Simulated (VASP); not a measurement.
Consider the following.

```xyz
4
Lattice="1.6603 -5.1290 0.0000 1.6603 5.1290 0.0000 0.0000 0.0000 4.0606" Properties=species:S:1:pos:R:3 pbc="T T T"
P      1.6603     4.0461     3.7657
P      1.6603     1.0829     1.7354
P      1.6603    -1.0829     2.3252
P      1.6603    -4.0461     0.2949
```

Computed with PBEsol GGA, VASP's PBE PAW potentials (set 64) (plane waves; VASP). Numerical set-up: 480 eV cut-off, 10×10×8 Γ-centred mesh, first-order Methfessel-Paxton smearing of 0.10 eV, potentials P.

Without a dispersion term in the relaxation, distances and binding between the weakly bound layers, chains or molecules are unreliable, and so is what depends on them.

### Question
Predict the energy per atom (σ→0), pressure, largest force, band gap (on the k-mesh) with the smallest direct gap where there is one.

### Answer

band gap (on the k-mesh): none (metal, semimetal or under 0.01 eV)
energy per atom (σ→0): -5.755 eV/atom
pressure: 2.66 GPa
largest force: 0.422 eV/Å

Only differences to runs with the same potentials and settings are physical.

The compound is P in the black structure. This cell was strained or had an atom moved on purpose.
